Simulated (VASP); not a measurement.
Cost and result of VASP (PAW) for the band gap of CdSe (wurtzite). Gaps are without spin-orbit coupling. Each level names its cell: its own relaxed one, PBE's, or the starting one. A gap is the smallest over the k-mesh and a band path; hybrids may have named points in place of the path, and GW has the mesh alone. The cost counts the self-consistent run with its band path or extra points (for GW, with the PBE run and the diagonalisation ahead of it), each on the mesh and cut-off of its row, so the ratios hold those differences too. With PBE it took about 3 core-minutes. Costs are core time on shared hosts, one run each; read them as rough ratios.

Measured: 1.73 eV (as given by Abedi et al., (2022), arXiv:2211.14644).

| level | k-mesh | cut-off (eV) | band gap (eV) | error (eV) | cost over PBE |
|---|---|---|---|---|---|
| AM05 (own cell) | 7×7×4 | 520 | 0.61 | -1.12 | within a factor of 2 |
| LDA (own cell) | 8×8×5 | 520 | 0.48 | -1.25 | within a factor of 2 |
| PBE (own cell) | 8×8×4 | 520 | 0.53 | -1.20 | reference |
| rev-vdW-DF2 (own cell) | 7×7×4 | 520 | 0.43 | -1.31 | within a factor of 2 |
| revTPSS (own cell) | 7×7×4 | 520 | 0.80 | -0.93 | about 3 times |
| r2SCAN (own cell) | 7×7×4 | 520 | 1.08 | -0.65 | about 3 times |
| SCAN (own cell) | 7×7×4 | 520 | ___ | ___ | about 3 times |

Task: Fill in the missing entries.

Result: 
- SCAN (own cell), band gap (eV): 0.98
- SCAN (own cell), error (eV): -0.75

Left out are levels that failed, ran on another kind of processor or have no fit band path; at most nine are shown.

The compound is CdSe in the wurtzite structure.
